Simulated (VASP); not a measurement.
Here is the system:

```
Ru2Si
1.0
    6.04947     0.00000     0.00000
   -3.02474     5.23900     0.00000
    0.00000     0.00000     3.80221
Ru Si
6 3
Cartesian
  1.54993   0.00000   0.00000
  5.27451   1.34228   0.00000
  2.24977   3.89671   0.00000
  3.59523   0.00000   1.90111
  4.25186   3.11356   1.90111
  1.22712   2.12544   1.90111
  0.00000   0.00000   1.90111
  0.00000   3.49267   0.00000
  3.02474   1.74633   0.00000
```

Calculation: r2SCAN meta-GGA, VASP's PBE PAW potentials (set 64) (plane waves; VASP). Run with 400 eV cut-off, 7×7×9 Γ-centred mesh, tetrahedra with Blöchl corrections, potentials Ru_pv Si.

The cores are frozen, which limits the accuracy of field gradients.

**Question.** Give the principal components of the electric field gradient (V/Å²) and the asymmetry η at each nucleus.

**Answer.** 
```json
[
 {"atom": "Ru1", "Vxx": "-17.8", "Vyy": "-14.0", "Vzz": "31.8", "η": "0.12"},
 {"atom": "Ru2", "Vxx": "-17.8", "Vyy": "-14.0", "Vzz": "31.8", "η": "0.12"},
 {"atom": "Ru3", "Vxx": "-17.8", "Vyy": "-14.0", "Vzz": "31.8", "η": "0.12"},
 {"atom": "Ru4", "Vxx": "-84.5", "Vyy": "-44.0", "Vzz": "128.5", "η": "0.32"},
 {"atom": "Ru5", "Vxx": "-84.5", "Vyy": "-44.0", "Vzz": "128.5", "η": "0.32"},
 {"atom": "Ru6", "Vxx": "-84.5", "Vyy": "-44.0", "Vzz": "128.5", "η": "0.32"},
 {"atom": "Si7", "Vxx": "8.6", "Vyy": "8.6", "Vzz": "-17.3", "η": "0.00"},
 {"atom": "Si8", "Vxx": "-19.8", "Vyy": "-19.8", "Vzz": "39.6", "η": "0.00"},
 {"atom": "Si9", "Vxx": "-19.8", "Vyy": "-19.8", "Vzz": "39.6", "η": "0.00"}
]
```

The structure was generated: SiRu2 was put into the Fe2P type (P-62m), which need not be its known phase. It was relaxed first, which changed the volume by -12 %.
